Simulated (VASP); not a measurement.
Here is the system:

```
Rb
1.0
   -2.88503     2.88503     2.88503
    2.88503    -2.88503     2.88503
    2.88503     2.88503    -2.88503
Rb
1
Cartesian
  0.00000   0.00000   0.00000
```

Method: revTPSS meta-GGA, VASP's PBE PAW potentials (set 64) (plane waves; VASP 6.6.1). Run with 520 eV cut-off, 9×9×9 Γ-centred mesh, first-order Methfessel-Paxton smearing of 0.10 eV, potentials Rb_sv.

**Question.** What does the run give for the energy per atom (σ→0), band gap (on the k-mesh) with the smallest direct gap where there is one?

**Answer.** 
The band gap (on the k-mesh) is none (metal, semimetal or under 0.01 eV) and the energy per atom (σ→0) is 8.077 eV/atom.

Total energies compare only between runs with the same potentials, cut-off and functional.

The compound is Rb in the bcc structure. This cell is one point of a volume scan, at 1.03 of the reference volume.
